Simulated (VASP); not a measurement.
Method: MS2 meta-GGA, VASP's PBE PAW potentials (set 64) (plane waves; VASP).

VASP ran on this input.

KPOINTS:
```
Automatic mesh
0
Gamma
  10 10 8
0 0 0
```

**INCAR**
```
SYSTEM = MgB2
PREC = Accurate
ENCUT = 520
EDIFF = 1E-6
NELM = 100
ALGO = Normal
LREAL = .FALSE.
LASPH = .TRUE.
ISMEAR = 1
SIGMA = 0.1
METAGGA = MS2
LMIXTAU = .TRUE.
LWAVE = .FALSE.
LCHARG = .FALSE.
IBRION = 2
ISIF = 3
NSW = 60
EDIFFG = -0.02
```

File POSCAR:
```
MgB2
1
    1.5358125382    -2.6601048583     0.0000000000
    1.5358125382     2.6601048583    -0.0000000000
    0.0000000000    -0.0000000000     3.4733760219
Mg B
1 2
Direct
  1.0000000000   0.0000000000   0.0000000000
  0.3333330000   0.6666670000   0.5000000000
  0.6666670000   0.3333330000   0.5000000000
```

POTCAR, in this order: Mg B (PBE.64 set). Program: vasp_std.

Output of the run:

File OSZICAR:
```
       N       E                     dE             d eps       ncg     rms          rms(c)
DAV:   1    -0.637202218015E+01   -0.63720E+01   -0.40737E+03  1192   0.845E+02
DAV:   2    -0.290429816253E+02   -0.22671E+02   -0.21256E+02  1664   0.116E+02
DAV:   3    -0.293700580639E+02   -0.32708E+00   -0.32707E+00  1496   0.157E+01
DAV:   4    -0.293706655180E+02   -0.60745E-03   -0.60745E-03  1720   0.587E-01
DAV:   5    -0.293706659081E+02   -0.39005E-06   -0.38970E-06  1544   0.108E-02    0.531E+00
DAV:   6    -0.220125657932E+02    0.73581E+01   -0.29734E+00  1288   0.135E+01    0.270E+00
DAV:   7    -0.217380553243E+02    0.27451E+00   -0.13687E+00  1336   0.975E+00    0.759E-01
DAV:   8    -0.220779301253E+02   -0.33987E+00   -0.26184E-01  1320   0.618E+00    0.517E-01
DAV:   9    -0.219054967806E+02    0.17243E+00   -0.25453E-01  1136   0.666E+00    0.168E-01
DAV:  10    -0.220789872918E+02   -0.17349E+00   -0.25829E-01  1128   0.659E+00    0.846E-02
DAV:  11    -0.220835852485E+02   -0.45980E-02   -0.21508E-02  1432   0.150E+00    0.837E-02
DAV:  12    -0.220835118188E+02    0.73430E-04   -0.30210E-04  1424   0.217E-01    0.680E-02
DAV:  13    -0.220844656042E+02   -0.95379E-03   -0.19217E-03  1200   0.601E-01    0.405E-02
DAV:  14    -0.220845208612E+02   -0.55257E-04   -0.14065E-04  1576   0.144E-01    0.258E-02
DAV:  15    -0.220845268887E+02   -0.60275E-05   -0.91695E-06  1320   0.436E-02    0.204E-02
DAV:  16    -0.220845251087E+02    0.17800E-05   -0.33215E-05  1240   0.815E-02    0.525E-03
DAV:  17    -0.220845203592E+02    0.47496E-05   -0.11843E-06  1376   0.139E-02    0.449E-03
DAV:  18    -0.220845226787E+02   -0.23195E-05   -0.12879E-06   968   0.120E-02    0.509E-04
DAV:  19    -0.220845183031E+02    0.43756E-05   -0.29348E-07   672   0.775E-03    0.389E-04
DAV:  20    -0.220845205322E+02   -0.22291E-05   -0.17868E-08   640   0.187E-03    0.206E-04
DAV:  21    -0.220845185190E+02    0.20132E-05   -0.64287E-09   608   0.127E-03    0.127E-04
DAV:  22    -0.220845200614E+02   -0.15424E-05   -0.17319E-09   608   0.651E-04    0.601E-05
DAV:  23    -0.220845195268E+02    0.53458E-06   -0.22225E-10   592   0.231E-04
   1 F= -.22084520E+02 E0= -.22084555E+02  d E =-.220845E+02
       N       E                     dE             d eps       ncg     rms          rms(c)
DAV:   1    -0.220848364085E+02   -0.31635E-03   -0.74312E-03  1568   0.725E-01    0.529E-02
DAV:   2    -0.220847030835E+02    0.13332E-03   -0.34824E-04  1384   0.187E-01    0.246E-02
DAV:   3    -0.220846874929E+02    0.15591E-04   -0.14125E-04  1384   0.122E-01    0.766E-03
DAV:   4    -0.220847203276E+02   -0.32835E-04   -0.90324E-05  1120   0.122E-01    0.314E-03
DAV:   5    -0.220846905685E+02    0.29759E-04   -0.79036E-05  1136   0.118E-01    0.110E-03
DAV:   6    -0.220847052842E+02   -0.14716E-04   -0.27118E-06  1296   0.239E-02    0.453E-04
DAV:   7    -0.220847037525E+02    0.15317E-05   -0.99592E-08   624   0.497E-03    0.354E-04
DAV:   8    -0.220847057732E+02   -0.20207E-05   -0.27746E-07   592   0.845E-03    0.794E-05
DAV:   9    -0.220847056271E+02    0.14619E-06   -0.18772E-08   584   0.206E-03
   2 F= -.22084706E+02 E0= -.22084750E+02  d E =-.186100E-03
       N       E                     dE             d eps       ncg     rms          rms(c)
DAV:   1    -0.220847416717E+02   -0.35898E-04   -0.51619E-04  1584   0.191E-01    0.139E-02
DAV:   2    -0.220847331913E+02    0.84804E-05   -0.24125E-05  1384   0.494E-02    0.651E-03
DAV:   3    -0.220847360101E+02   -0.28188E-05   -0.10081E-05  1376   0.327E-02    0.200E-03
DAV:   4    -0.220847168071E+02    0.19203E-04   -0.59744E-06  1136   0.314E-02    0.729E-04
DAV:   5    -0.220847349481E+02   -0.18141E-04   -0.52629E-06  1120   0.305E-02    0.294E-04
DAV:   6    -0.220847319804E+02    0.29678E-05   -0.19324E-07   632   0.639E-03    0.117E-04
DAV:   7    -0.220847323343E+02   -0.35398E-06   -0.68084E-09   584   0.112E-03
   3 F= -.22084732E+02 E0= -.22084773E+02  d E =-.212808E-03
```

OUTCAR:
```
------------------------ aborting loop because EDIFF is reached ----------------------------------------
  FORCE on cell =-STRESS in cart. coord.  units (eV):
  Direction    XX          YY          ZZ          XY          YZ          ZX
  --------------------------------------------------------------------------------------
  Total        0.0204868      0.0204868      0.0364840      0.0000000     -0.0000000     -0.0000000
  in kB        1.1578193      1.1578189      2.0619069      0.0000000     -0.0000000     -0.0000000
  external PRESSURE =       1.4591817 kB  Pullay stress =       0.0000000 kB
  volume of cell :       28.35
      direct lattice vectors                 reciprocal lattice vectors
     1.533913622 -2.656815842 -0.000000000     0.325963596 -0.188195204  0.000000000
     1.533913622  2.656815842  0.000000000     0.325963596  0.188195204  0.000000000
    -0.000000000 -0.000000000  3.478180664    -0.000000000 -0.000000000  0.287506630
 POSITION                                       TOTAL-FORCE (eV/Angst)
 -----------------------------------------------------------------------------------
     -0.00000     -0.00000      3.47818         0.000000      0.000000      0.000000
      1.53391      0.88561      1.73909         0.000000     -0.000000      0.000000
      1.53391     -0.88561      1.73909        -0.000000     -0.000000     -0.000000
 -----------------------------------------------------------------------------------
    total drift:                                0.000000     -0.000000      0.000000
  FREE ENERGIE OF THE ION-ELECTRON SYSTEM (eV)
  ---------------------------------------------------
  free  energy   TOTEN  =       -22.0847323343 eV

  energy  without entropy=      -22.0848530589  energy(sigma->0) =      -22.08477258

 reached required accuracy - stopping structural energy minimisation
```
(Selected blocks of OUTCAR.)

### CONTCAR
```
MgB2
   1.00000000000000
     1.5339136224930825   -2.6568158416292857   -0.0000000000000000
     1.5339136224930825    2.6568158416292857    0.0000000000000000
    -0.0000000000000000   -0.0000000000000000    3.4781806638385002
  Mg              B
     1     2
Direct
     0.0000000000000000    0.0000000000000000    1.0000000000000000
     0.3333330000000032    0.6666669999999968    0.5000000000000000
     0.6666669999999968    0.3333330000000032    0.5000000000000000
```

The compound is MgB2 in the AlB2 type structure. This run relaxes it. Symmetry was kept, so distortions that lower it aren't found. The start is the result of an earlier pass.
